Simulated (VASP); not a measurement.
Method: PBE GGA, VASP's PBE PAW potentials (set 64) (plane waves; VASP).

A VASP calculation is set up with these files.

**INCAR**
```
ALGO  =  Normal
EDIFF  =  1E-6
ENCUT  =  400
GGA  =  PE
ISIF  =  2
ISMEAR  =  1
LASPH  =  .TRUE.
LCHARG  =  .FALSE.
LMAXMIX  =  4
LREAL  =  .FALSE.
LWAVE  =  .FALSE.
NELM  =  100
PREC  =  Accurate
SIGMA  =  0.3
SYSTEM  =  Zn
```

### POSCAR
```
Zn
1.0
  1.3566000000  -2.3497010000   0.0000000000
  1.3566000000   2.3497010000   0.0000000000
  0.0000000000   0.0000000000   5.0490000000
Zn
2
Cart
  1.3566000000   0.7832352331   1.2622500000
  1.3566000000  -0.7832352331   3.7867500000
```

### KPOINTS
```
Automatic mesh
0
Gamma
14 14 7
0 0 0
```

POTCAR, in this order: Zn (PBE.64 set). Program: vasp_std.

The run wrote:

OSZICAR:
```
       N       E                     dE             d eps       ncg     rms          rms(c)
DAV:   1     0.864663857095E+02    0.86466E+02   -0.11134E+04  3128   0.198E+03
DAV:   2    -0.117903782620E-01   -0.86478E+02   -0.85512E+02  3152   0.275E+02
DAV:   3    -0.235858882766E+01   -0.23468E+01   -0.23430E+01  3832   0.566E+01
DAV:   4    -0.236492260678E+01   -0.63338E-02   -0.63336E-02  3600   0.305E+00
DAV:   5    -0.236493304417E+01   -0.10437E-04   -0.10437E-04  3864   0.996E-02    0.353E+00
DAV:   6    -0.219482661067E+01    0.17011E+00   -0.86894E-01  3136   0.202E+01    0.274E+00
DAV:   7    -0.218759205957E+01    0.72346E-02   -0.25595E-02  3896   0.291E+00    0.143E+00
DAV:   8    -0.218381414336E+01    0.37779E-02   -0.17621E-03  3904   0.680E-01    0.466E-02
DAV:   9    -0.218382825057E+01   -0.14107E-04   -0.25192E-04  4312   0.229E-01    0.337E-02
DAV:  10    -0.218383158955E+01   -0.33390E-05   -0.22941E-05  3344   0.658E-02    0.262E-03
DAV:  11    -0.218383136922E+01    0.22033E-06   -0.13086E-07  2112   0.493E-03
   1 F= -.21838314E+01 E0= -.21836413E+01  d E =-.570100E-03
```

File OUTCAR:
```
------------------------ aborting loop because EDIFF is reached ----------------------------------------
  FORCE on cell =-STRESS in cart. coord.  units (eV):
  Direction    XX          YY          ZZ          XY          YZ          ZX
  --------------------------------------------------------------------------------------
  Total       -0.8775057     -0.8775064     -0.7045619      0.0000000      0.0000000      0.0000000
  in kB      -43.6778010    -43.6778335    -35.0695288      0.0000000      0.0000000      0.0000000
  external PRESSURE =     -40.8083878 kB  Pullay stress =       0.0000000 kB
  volume of cell :       32.19
      direct lattice vectors                 reciprocal lattice vectors
     1.356600000 -2.349701000  0.000000000     0.368568480 -0.212793032  0.000000000
     1.356600000  2.349701000  0.000000000     0.368568480  0.212793032  0.000000000
     0.000000000  0.000000000  5.049000000     0.000000000  0.000000000  0.198059022
 POSITION                                       TOTAL-FORCE (eV/Angst)
 -----------------------------------------------------------------------------------
      1.35660      0.78324      1.26225         0.000000      0.000000      0.000000
      1.35660     -0.78324      3.78675        -0.000000     -0.000000      0.000000
 -----------------------------------------------------------------------------------
    total drift:                                0.000000      0.000081      0.000003
  FREE ENERGIE OF THE ION-ELECTRON SYSTEM (eV)
  ---------------------------------------------------
  free  energy   TOTEN  =        -2.1838313692 eV

  energy  without entropy=       -2.1832612690  energy(sigma->0) =       -2.18364134
```
(Selected blocks of OUTCAR.)

OUTCAR:
```
 val. band max:        2.7061801224   @ k =   0.2857   0.1429   0.0000

 cond. band min:       2.7357993307   @ k =   0.2143   0.1429   0.0000


 Fermi energy:         2.7273969752

 k-point     1 :       0.0000    0.0000    0.0000
  band No.  band energies     occupation
      1      -7.2423      2.00000
      2      -5.6426      2.00000
      3      -5.0312      2.00000
      4      -4.8213      2.00000
      5      -4.8213      2.00000
      6      -4.7772      2.00000
      7      -4.7772      2.00000
      8      -4.4816      2.00000
      9      -4.4816      2.00000
     10      -4.2968      2.00000
     11      -4.2968      2.00000
     12      -0.6449      2.00000
     13      -0.3854      2.00000
     14      15.7519      0.00000
     15      19.3364      0.00000
     16      19.4569      0.00000

 k-point     2 :       0.0714    0.0000    0.0000
  band No.  band energies     occupation
      1      -7.0965      2.00000
      2      -5.5832      2.00000
      3      -5.0174      2.00000
      4      -4.8342      2.00000
      5      -4.7914      2.00000
      6      -4.7893      2.00000
      7      -4.7468      2.00000
      8      -4.5103      2.00000
      9      -4.4939      2.00000
     10      -4.3664      2.00000
     11      -4.2955      2.00000
     12      -0.4254      2.00000
     13      -0.3045      2.00000
     14      15.9027      0.00000
     15      17.1327      0.00000
     16      18.2650      0.00000

 k-point     3 :       0.1429    0.0000    0.0000
  band No.  band energies     occupation
      1      -6.6697      2.00000
      2      -5.4343      2.00000
      3      -4.9919      2.00000
      4      -4.8601      2.00000
      5      -4.8028      2.00000
      6      -4.6976      2.00000
      7      -4.6601      2.00000
      8      -4.6243      2.00000
      9      -4.5265      2.00000
     10      -4.4940      2.00000
     11      -4.2938      2.00000
     12      -0.0446      2.00000
     13       0.1838      2.00000
...
```

The compound is Zn in the hcp structure. The cell was not relaxed at this level. The run is one of a series of settings (SIGMA = 0.3 against the base run), some of them coarse on purpose.
